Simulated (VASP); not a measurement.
# H16SO10 in VASP: further runs, part 2 of 3

VASP 6.6.1.

## Step 3: Single point, PBE

INCAR

```
SYSTEM = H16SO10
PREC = Accurate
ENCUT = 520
EDIFF = 1E-6
ISMEAR = -1
SIGMA = 0.05
LREAL = Auto
LASPH = .TRUE.
NELM = 80
ALGO = Normal
ISIF = 2
LWAVE = .FALSE.
LCHARG = .TRUE.
GGA = PE
LELF = .TRUE.
LVHAR = .TRUE.
NBANDS = 60
```

KPOINTS

```
regular mesh
0
G
  1 1 1
  0 0 0
```

POSCAR

```
H16SO10
1.0
    6.7968840000      0.0000000000      0.0000000000
    0.0000000000      6.7968840000      0.0000000000
    0.0000000000      0.0000000000      6.7968840000
O H S
10 16 1
Direct
    0.8902020396      0.9280576217      0.8657055204
    0.9214663661      0.1790673491      0.4815441900
    0.5046871478      0.1890572209     -0.0102841243
    0.6078226434      0.5447937614      0.1267345448
    0.1456991174      0.3295627820      0.8114747876
    0.0122556160      0.6008635722      1.0633549138
    0.2606194250      0.8604384009      0.5664801694
    0.1259547757     -0.0017066644      0.2023132953
    0.4960214122      0.2956060454      0.5050108255
    0.2320916467      0.4941823341      0.3758928356
    0.9698561870      0.9390920898      0.7458859089
    0.9776244526      0.9869963942      0.9529660945
    1.0217770378      0.2342838277      0.5729537241
    0.7938343512      0.2372704904      0.5099395547
    0.5468682414      0.3189108421      0.0455797098
    0.6055568993      0.1553800241     -0.1093000852
    0.5449850255      0.6406170828      0.0448440786
    0.7569056644      0.5668626977      0.1121249090
    0.0865690808      0.4313005783      0.8992208783
    0.2672253933      0.2916630621      0.8830664169
    0.0958527466      0.6189453873      1.1787018875
   -0.0158160710      0.7246555922      0.9970451166
    0.3426423049      0.9714157252      0.6007458712
    0.2207335008      0.8911142223      0.4310798890
    0.0585268191      0.1023115887      0.2918690388
    0.2650920628      0.0214657187      0.1852907891
    0.3910615511      0.4831920039      0.5191349448
```

Potentials or basis: VASP PAW PBE potentials, release 64 (O, H, S).

Run with:

```console
$ cat potpaw_PBE.64/O/POTCAR potpaw_PBE.64/H/POTCAR potpaw_PBE.64/S/POTCAR > POTCAR
$ mpirun -np 1 vasp_gam > vasp.out
```

OUTCAR:

```text
SYSTEM = H16SO10
   PREC = Accurate
   ENCUT = 520
   EDIFF = 1E-6
   ISMEAR = -1
   LREAL = Auto
   LASPH = .TRUE.
   NELM = 80
   ISIF = 2
   GGA = PE

 ion  position               nearest neighbor table
   1  0.890  0.928  0.866-  12 0.93  11 0.98
   2  0.921  0.179  0.482-  14 0.97  13 1.00
   3  0.505  0.189  0.990-  16 0.99  15 1.00
   4  0.608  0.545  0.127-  17 0.96  18 1.03
   5  0.146  0.330  0.811-  20 0.99  19 1.00
   6  0.012  0.601  0.063-  22 0.97  21 0.98
   7  0.261  0.860  0.566-  23 0.97  24 0.98
   8  0.126  0.998  0.202-  26 0.97  25 1.04
   9  0.496  0.296  0.505-  27 1.46
  10  0.232  0.494  0.376-  27 1.46
  11  0.970  0.939  0.746-   1 0.98
  12  0.978  0.987  0.953-   1 0.93
  13  0.022  0.234  0.573-   2 1.00
  14  0.794  0.237  0.510-   2 0.97
[... 10 lines left out ...]
  25  0.059  0.102  0.292-   8 1.04
  26  0.265  0.021  0.185-   8 0.97
  27  0.391  0.483  0.519-  10 1.46   9 1.46

  LATTYP: Found a simple cubic cell.
 ALAT       =     6.7968840000

  Lattice vectors:

 A1 = (   6.7968840000,   0.0000000000,   0.0000000000)
 A2 = (   0.0000000000,   6.7968840000,   0.0000000000)
 A3 = (   0.0000000000,   0.0000000000,   6.7968840000)

Analysis of symmetry for initial positions (statically):
=====================================================================
 Subroutine PRICEL returns:
 Original cell was already a primitive cell.

 Routine SETGRP: Setting up the symmetry group for a
 simple cubic supercell.

 Subroutine GETGRP returns: Found  1 space group operations
 (whereof  1 operations were pure point group operations)
 out of a pool of 48 trial point group operations.

The static configuration has the point symmetry C_1 .

Analysis of symmetry for dynamics (positions and initial velocities):
=====================================================================
 Subroutine PRICEL returns:
 Original cell was already a primitive cell.

 Routine SETGRP: Setting up the symmetry group for a
 simple cubic supercell.

 Subroutine GETGRP returns: Found  1 space group operations
 (whereof  1 operations were pure point group operations)
 out of a pool of 48 trial point group operations.

The dynamic configuration has the point symmetry C_1 .

 Subroutine INISYM returns: Found  1 space group operations
 (whereof  1 operations are pure point group operations),
 and found     1 'primitive' translations

----------------------------------------------------------------------------------------

                                     Primitive cell

  volume of cell :     313.9999

  direct lattice vectors                    reciprocal lattice vectors
     6.796884000  0.000000000  0.000000000     0.147126242  0.000000000  0.000000000
     0.000000000  6.796884000  0.000000000     0.000000000  0.147126242  0.000000000
     0.000000000  0.000000000  6.796884000     0.000000000  0.000000000  0.147126242

  length of vectors
     6.796884000  6.796884000  6.796884000     0.147126242  0.147126242  0.147126242

  position of ions in fractional coordinates (direct lattice)
     0.890202040  0.928057622  0.865705520
     0.921466366  0.179067349  0.481544190
     0.504687148  0.189057221  0.989715876
     0.607822643  0.544793761  0.126734545
     0.145699117  0.329562782  0.811474788
     0.012255616  0.600863572  0.063354914
[... 19 lines left out ...]
     0.265092063  0.021465719  0.185290789
     0.391061551  0.483192004  0.519134945

  ion indices of the primitive-cell ions
   primitive index   ion index
                 1           1
                 2           2
                 3           3
                 4           4
                 5           5
                 6           6
[... 19 lines left out ...]
                26          26
                27          27

----------------------------------------------------------------------------------------

 KPOINTS: regular mesh

Automatic generation of k-mesh.
 Grid dimensions read from file:
 generate k-points for:    1    1    1

 Generating k-lattice:

  Cartesian coordinates                     Fractional coordinates (reciprocal lattice)
     0.147126242  0.000000000  0.000000000     1.000000000  0.000000000  0.000000000
     0.000000000  0.147126242  0.000000000     0.000000000  1.000000000  0.000000000
     0.000000000  0.000000000  0.147126242     0.000000000  0.000000000  1.000000000

  Length of vectors
     0.147126242  0.147126242  0.147126242

  Shift w.r.t. Gamma in fractional coordinates (k-lattice)
     0.000000000  0.000000000  0.000000000

 Subroutine IBZKPT returns following result:
 ===========================================

 Found      1 irreducible k-points:

 Following reciprocal coordinates:
            Coordinates               Weight
  0.000000  0.000000  0.000000      1.000000
   k-points           NKPTS =      1   k-points in BZ     NKDIM =      1   number of bands    NBANDS=     60
   number of dos      NEDOS =    301   number of ions     NIONS =     27
   total plane-waves  NPLWV = 157464
   dimension x,y,z NGX =    54 NGY =   54 NGZ =   54
   dimension x,y,z NGXF=   108 NGYF=  108 NGZF=  108
   ions per type =              10  16   1
   NGX,Y,Z   is equivalent  to a cutoff of  13.21, 13.21, 13.21 a.u.
   NGXF,Y,Z  is equivalent  to a cutoff of  26.42, 26.42, 26.42 a.u.
 SYSTEM =  H16SO10
   PREC   = accura    normal or accurate (medium, high low for compatibility)
   ISTART =      0    job   : 0-new  1-cont  2-samecut
   ICHARG =      2    charge: 1-file 2-atom 10-const
   ISPIN  =      1    spin polarized calculation?
   LNONCOLLINEAR =      F non collinear calculations
   LSORBIT =      F    spin-orbit coupling
   LASPH  =      T    aspherical Exc in radial PAW
   ENCUT  =  520.0 eV  38.22 Ry    6.18 a.u.  12.64 12.64 12.64*2*pi/ulx,y,z
   NELM   =     80;   NELMIN=  2; NELMDL= -5     # of ELM steps
   EDIFF  = 0.1E-05   stopping-criterion for ELM
   LREAL  =      T    real-space projection
   EDIFFG = 0.1E-04   stopping-criterion for IOM
   NSW    =      0    number of steps for IOM
   IBRION =     -1    ionic relax: 0-MD 1-quasi-New 2-CG
   NFREE  =      0    steps in history (QN), initial steepest desc. (CG)
   ISIF   =      2    stress and relaxation
   ISYM   =      2    0-nonsym 1-usesym 2-fastsym
   POTIM  = 0.5000    time-step for ionic-motion
   TEBEG  =    0.0;   TEEND  =   0.0 temperature during run
   PSTRESS=    0.0 pullay stress
   NELECT =      82.0000    total number of electrons
   NUPDOWN=      -1.0000    fix difference up-down
   EMIN   =  10.00;   EMAX   =-10.00  energy-range for DOS
   EFERMI =   0.00;   METHOD = LEGACY
   ISMEAR =    -1;   SIGMA  =   0.05  broadening in eV -4-tet -1-fermi 0-gaus
   EFERMI_NEDOS =   21; number of points for ismear=-14 and -15
   IALGO  =     38    algorithm
   IMIX   =      4    mixing-type and parameters
     AMIX     =   0.40;   BMIX     =  1.00
     AMIX_MAG =   1.60;   BMIX_MAG =  1.00
  volume/ion in A,a.u.               =      11.63        78.48
  Fermi-wavevector in a.u.,A,eV,Ry     =   1.046413  1.977433 14.898096  1.094979
  Thomas-Fermi vector in A             =   2.181250
   LORBIT       =      0    0 simple, 1 ext, 2 COOP (PROOUT), +10 PAW based schemes
   GGA     = PE    functional components
   LHFCALC =     F    Hartree Fock is set to
   AEXX    =    0.0000 exact exchange contribution
   IVDW    =     0    specifies the selected vdW correction
   LEPSILON=     F    determine dielectric tensor
   LRPA    =     F    only Hartree local field effects (RPA)
 non-spin polarized calculation
  energy-cutoff  :      520.00
  volume of cell :      314.00
 maximum number of plane-waves:      4193
 NGX is ok and might be reduce to    50
   NGX = 25   NGY = 25   NGZ = 25

 number of electron      81.9999995 magnetization

 Free energy of the ion-electron system (eV)
  ---------------------------------------------------
  ext. energy  EPLUGINS =         0.00000000
  ---------------------------------------------------
  free energy    TOTEN  =      -133.83483541 eV

  energy without entropy =     -133.83483541  energy(sigma->0) =     -133.83483541

 E-fermi :  -2.2541     XC(G=0):  -6.7086

 val. band max:       -3.5027271592   @ k =   0.0000   0.0000   0.0000
 cond. band min:      -0.6539193498   @ k =   0.0000   0.0000   0.0000
 fundamental gap:      2.8488078094
 Fermi energy:        -2.2540878890

 k-point     1 :       0.0000    0.0000    0.0000
  band No.  band energies     occupation
      1     -24.9429      2.00000
      2     -22.4364      2.00000
      3     -22.3160      2.00000
      4     -22.0554      2.00000
      5     -21.9175      2.00000
      6     -21.8103      2.00000
[... 45 lines left out ...]
     52       6.3250      0.00000
     53       6.4982      0.00000
 [bands above 53 left out]

------------------------ aborting loop because EDIFF is reached ----------------------------------------

  FORCE on cell =-STRESS in cart. coord.  units (eV):
  Direction    XX          YY          ZZ          XY          YZ          ZX
  --------------------------------------------------------------------------------------
  -------------------------------------------------------------------------------------
  Total       -1.6532710      3.3612738      1.7480977      0.8796556     -0.3797048      2.6305765
  in kB       -8.4357765     17.1508203      8.9196273      4.4884222     -1.9374347     13.4224547
  external PRESSURE =       5.8782237 kB  Pullay stress =       0.0000000 kB

 VOLUME and BASIS-vectors are now :
 -----------------------------------------------------------------------------
  energy-cutoff  :      520.00
  volume of cell :      314.00
      direct lattice vectors                 reciprocal lattice vectors
     6.796884000  0.000000000  0.000000000     0.147126242  0.000000000  0.000000000
     0.000000000  6.796884000  0.000000000     0.000000000  0.147126242  0.000000000
     0.000000000  0.000000000  6.796884000     0.000000000  0.000000000  0.147126242

 POSITION                                       TOTAL-FORCE (eV/Angst)
 -----------------------------------------------------------------------------------
      6.05060      6.30790      5.88410        -1.215198     -1.190417     -1.990880
      6.26310      1.21710      3.27300         0.854099     -0.023742      0.137807
      3.43030      1.28500      6.72698         0.037866      0.015510     -0.470244
      4.13130      3.70290      0.86140         1.566769     -0.366028      0.473820
      0.99030      2.24000      5.51550         0.530216      0.088395     -0.168659
      0.08330      4.08400      0.43062        -0.462824     -1.026474      0.063072
[... 19 lines left out ...]
      1.80180      0.14590      1.25940         0.370335      0.812447     -0.253343
      2.65800      3.28420      3.52850        -0.284928     -0.700173     -0.541117
 -----------------------------------------------------------------------------------
    total drift:                                0.008518      0.003196      0.009803

  FREE ENERGIE OF THE ION-ELECTRON SYSTEM (eV)
  ---------------------------------------------------
  free  energy   TOTEN  =      -133.8348354125 eV

  energy  without entropy=     -133.8348354124  energy(sigma->0) =     -133.83483541
```

Run time: 58 s. Hardware: 1 thread of AMD EPYC 7R43 (Zen 3), shared host; peak memory 0.32 GiB.

Results:

| Item | Value |
| --- | --- |
| Free energy | -133.8348 eV |
| Pressure | 0.6 GPa |
| Largest force | 3.304 eV/Å |
| Band gap on the k mesh | 2.85 eV, direct |

Forces on the atoms (eV/Å):
```
O   -1.215 -1.190 -1.991
O    0.854 -0.024  0.138
O    0.038  0.016 -0.470
O    1.567 -0.366  0.474
O    0.530  0.088 -0.169
O   -0.463 -1.026  0.063
O    0.038 -0.011  0.357
O   -0.904  0.374  0.756
O    0.266  0.101  0.475
O    0.095  0.263  0.238
H   -0.373 -0.225 -0.446
H    1.546  1.587  2.451
H   -0.832  0.022  0.015
H   -0.031  0.124 -0.050
H    0.108 -0.213 -0.024
H   -0.314 -0.027  0.557
H   -0.175  0.647 -0.436
H   -1.109 -0.160  0.100
H   -0.080  0.106  0.020
H    0.007 -0.391 -0.180
H   -0.117  0.118  0.017
H   -0.040  0.785 -0.310
H    0.325  0.307  0.221
H   -0.424 -0.078 -0.215
H    0.618 -0.939 -0.798
H    0.370  0.812 -0.253
S   -0.285 -0.700 -0.541
```

(Part 2 of 3 ends here.)
